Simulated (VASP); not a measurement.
Here is the system:

```xyz
3
Lattice="1.8863 -3.2672 0.0000 1.8863 3.2672 0.0000 0.0000 0.0000 4.8009" Properties=species:S:1:pos:R:3 pbc="T T T"
Pt     0.0000     0.0000     0.0000
Se     1.8863     1.0891     1.2793
Se     1.8863    -1.0891     3.5215
```

These are PBE GGA with D3 dispersion (Becke-Johnson damping), VASP's PBE PAW potentials (set 64) (plane waves; VASP 6.6.1) values and carry that method's errors. Run with 520 eV cut-off, 11×11×7 Γ-centred mesh, tetrahedra with Blöchl corrections, potentials Pt Se.

The cores are frozen, which limits the accuracy of field gradients.

Give the principal components of the electric field gradient (V/Å²) and the asymmetry η at each nucleus.

| atom | Vxx | Vyy | Vzz | η |
|---|---|---|---|---|
| Pt1 | -63.6 | -63.6 | 127.1 | 0.00 |
| Se2 | 18.0 | 18.0 | -36.0 | 0.00 |
| Se3 | 18.0 | 18.0 | -36.0 | 0.00 |

The compound is PtSe2 in the 1T layered structure. It was relaxed first.
